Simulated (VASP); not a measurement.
Method: HSE06 screened hybrid, VASP's PBE PAW potentials (set 64) (plane waves; VASP).

VASP input:

**POSCAR**
```
B31N32
1
    7.2488848260     0.0000000000     0.0000000000
    0.0000000000     7.2488848260     0.0000000000
    0.0000000000     0.0000000000     7.2488848260
B N
31 32
Direct
  0.4999873303   0.9994497930   0.9994112236
  0.7496512758   0.2498306157   0.9988933200
  0.7498696802   0.9990331610   0.2495686795
  0.9999669831   0.9994656086   0.9994193487
  0.2503417418   0.2497488713   0.9999561445
  0.4999845613   0.4994533969   0.9994974238
  0.7497077550   0.7490749242   0.9998992016
  0.2502027968   0.9998281566   0.2495891166
  0.5016671414   0.2520019436   0.2522435442
  0.7472566627   0.4978895583   0.2523584897
  0.4999612254   0.9995047750   0.4993804699
  0.7476636076   0.2517714817   0.4976780457
  0.7497881830   0.9999519837   0.7491468434
  0.9999992849   0.4994048724   0.9994539898
  0.2503790770   0.7491054229   0.9990234452
  0.0004499987   0.2497109221   0.2496308826
  0.2528507728   0.5008910783   0.2524730831
  0.4984979611   0.7468537432   0.2522707352
  0.0000600984   0.9994954452   0.4993543696
  0.2523390602   0.2518091774   0.5011281521
  0.7475668005   0.7471522657   0.5010589042
  0.2502244352   0.9990456573   0.7492560798
  0.4983970282   0.2521213073   0.7466111294
  0.7471771530   0.5009586497   0.7464477070
  0.9996465915   0.7491611444   0.2497131449
  0.9999752632   0.4994708748   0.4994874330
  0.2525053154   0.7471155118   0.4978141824
  0.9995733889   0.2497417705   0.7492099486
  0.2527957117   0.4979869781   0.7466097391
  0.5015738498   0.7469440144   0.7467075705
  0.0003754394   0.7492006486   0.7491813589
  0.6256401729   0.1228396361   0.1226893020
  0.8765881321   0.3738040093   0.1227937338
  0.8768085550   0.1227143090   0.3736873117
  0.1249846880   0.1245113822   0.1244285388
  0.3753995780   0.3747127993   0.1248823080
  0.6246635106   0.6240961754   0.1248748726
  0.8750011342   0.8743952199   0.1243869962
  0.3751958965   0.1246878490   0.3746549197
  0.6365018386   0.3627179080   0.3632764472
  0.8747448310   0.6242381783   0.3747628623
  0.6247758921   0.1246911413   0.6241114196
  0.8747221070   0.3747436886   0.6241346414
  0.8749247584   0.1245383412   0.8743938279
  0.1234314309   0.6250088737   0.1228672778
  0.3743634287   0.8760462884   0.1227359718
  0.1252046126   0.3746762027   0.3747319798
  0.3636434818   0.6361061615   0.3634098035
  0.6247720393   0.8743612771   0.3746701584
  0.1232163020   0.1227710474   0.6250693819
  0.3634633012   0.3628311684   0.6355545631
  0.6364459222   0.6361957445   0.6355274407
  0.8766872315   0.8762377501   0.6250066359
  0.3743386819   0.1228449111   0.8761126162
  0.6245927731   0.3748292942   0.8740104544
  0.8765296467   0.6251065842   0.8760309771
  0.1233445386   0.8761320622   0.3738108867
  0.1252474751   0.6242421924   0.6241772088
  0.3752429362   0.8743568091   0.6241958189
  0.1234679386   0.3738437880   0.8761325710
  0.3753500429   0.6241474582   0.8741188278
  0.6256112055   0.8760878263   0.8760891612
  0.1249687425   0.8744201690   0.8744823770
```

File KPOINTS:
```
Automatic mesh
0
Gamma
1 1 1
0 0 0
```

### INCAR
```
# general
SYSTEM  =B31N32
PREC    =Normal
ENCUT   =400   # plane-wave cut-off (eV)
LREAL   =Auto   # projection in real space or not
LASPH   =.TRUE.
ISYM    =0
NELECT  =254.0

# electronic loop
EDIFF   =1E-5   # SCF stop (eV)
NELM    =50   # most electronic steps
NELMIN  =4
ALGO    =Normal   # blocked Davidson

# smearing
ISMEAR  =0
SIGMA   =0.05

# functional
GGA     =PE
LHFCALC =.TRUE.
AEXX    =0.25
HFSCREEN=0.2   # 1/Angstrom
PRECFOCK=Fast

# ions
ISIF    =0

# output
LWAVE   =.FALSE.
LCHARG  =.FALSE.
```

POTCAR, in this order: B N (PBE.64 set). Program: vasp_gam. Read from the step before: WAVECAR.

Task: What will the output report for the number of irreducible k-points (NKPTS), largest plane-wave count, FFT grid (NGX, NGY, NGZ)?

Result: 
```
Item                                          Result
--------------------------------------  ------------
number of irreducible k-points (NKPTS)             1
largest plane-wave count                        3466
FFT grid (NGX, NGY, NGZ)                36 × 36 × 36
```

The cell is a supercell with a defect, built from BN (zinc blende): vac_B, charge -1. The cell's shape comes from a PBE relaxation. The run is not spin-polarised, so no state with unpaired spins was tried.
